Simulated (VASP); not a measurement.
Output of a VASP run:

**OSZICAR**
```
       N       E                     dE             d eps       ncg     rms          rms(c)
DAV:   1     0.217838074685E+02    0.21784E+02   -0.37259E+03   336   0.817E+02
DAV:   2    -0.794249598899E+01   -0.29726E+02   -0.28881E+02   416   0.107E+02
DAV:   3    -0.891387550450E+01   -0.97138E+00   -0.97138E+00   416   0.262E+01
DAV:   4    -0.891752095656E+01   -0.36455E-02   -0.36455E-02   480   0.178E+00
DAV:   5    -0.891753189476E+01   -0.10938E-04   -0.10938E-04   480   0.810E-02    0.418E+00
DAV:   6    -0.852823545953E+01    0.38930E+00   -0.10418E+00   344   0.495E+00    0.327E+00
DAV:   7    -0.848631450022E+01    0.41921E-01   -0.23759E-01   408   0.256E+00    0.220E+00
DAV:   8    -0.848586576295E+01    0.44874E-03   -0.14658E-02   376   0.101E+00    0.848E-01
DAV:   9    -0.848565373971E+01    0.21202E-03   -0.59606E-04   384   0.190E-01    0.293E-01
DAV:  10    -0.848569255573E+01   -0.38816E-04   -0.16949E-04   416   0.837E-02    0.105E-02
DAV:  11    -0.848569143385E+01    0.11219E-05   -0.18478E-05   400   0.227E-02    0.142E-02
DAV:  12    -0.848569135552E+01    0.78331E-07   -0.38996E-07   192   0.537E-03
   1 F= -.84856914E+01 E0= -.84856914E+01  d E =-.398425E-15
```

**OUTCAR**
```
------------------------ aborting loop because EDIFF is reached ----------------------------------------
  FORCE on cell =-STRESS in cart. coord.  units (eV):
  Direction    XX          YY          ZZ          XY          YZ          ZX
  --------------------------------------------------------------------------------------
  Total       -0.7305326     -0.7305326     -0.7305326      0.0000000      0.0000000     -0.0000000
  in kB      -31.3761501    -31.3761501    -31.3761501      0.0000000      0.0000000     -0.0000000
  external PRESSURE =     -31.3761501 kB  Pullay stress =       0.0000000 kB
  volume of cell :       37.30
      direct lattice vectors                 reciprocal lattice vectors
     0.000000000  2.652000000  2.652000000    -0.188536953  0.188536953  0.188536953
     2.652000000  0.000000000  2.652000000     0.188536953 -0.188536953  0.188536953
     2.652000000  2.652000000  0.000000000     0.188536953  0.188536953 -0.188536953
 POSITION                                       TOTAL-FORCE (eV/Angst)
 -----------------------------------------------------------------------------------
      0.00000      0.00000      0.00000         0.000000     -0.000000     -0.000000
      2.65200      2.65200      2.65200        -0.000000      0.000000      0.000000
 -----------------------------------------------------------------------------------
    total drift:                                0.000000      0.000000      0.000000
  FREE ENERGIE OF THE ION-ELECTRON SYSTEM (eV)
  ---------------------------------------------------
  free  energy   TOTEN  =        -8.4856913555 eV

  energy  without entropy=       -8.4856913555  energy(sigma->0) =       -8.48569136
```
(Selected blocks of OUTCAR.)

File POSCAR:
```
MgS
1
    0.0000000000     2.6520000000     2.6520000000
    2.6520000000     0.0000000000     2.6520000000
    2.6520000000     2.6520000000     0.0000000000
Mg S
1 1
Direct
  0.0000000000   0.0000000000   0.0000000000
  0.5000000000   0.5000000000   0.5000000000
```

Write an INCAR and KPOINTS that could have produced this output.

This is not unique; one that fits is the input of the run itself, PBE GGA, plane waves, VASP's PBE PAW potentials (set 64).

### INCAR
```
# general
SYSTEM = MgS
PREC   = Accurate
ENCUT  = 520
LREAL  = .False.
LASPH  = .True.

# electronic loop
EDIFF  = 1E-6
NELM   = 100
ALGO   = Normal

# smearing
ISMEAR = 0
SIGMA  = 0.05

# functional
GGA    = PE

# ions
ISIF   = 2

# output
LWAVE  = .False.
LCHARG = .False.
```

File KPOINTS:
```
K-points
0
Gamma
7 7 7
```

POTCAR, in this order: Mg S (PBE.64 set). Program: vasp_std.

The compound is MgS in the rock salt structure. The cell was not relaxed at this level.
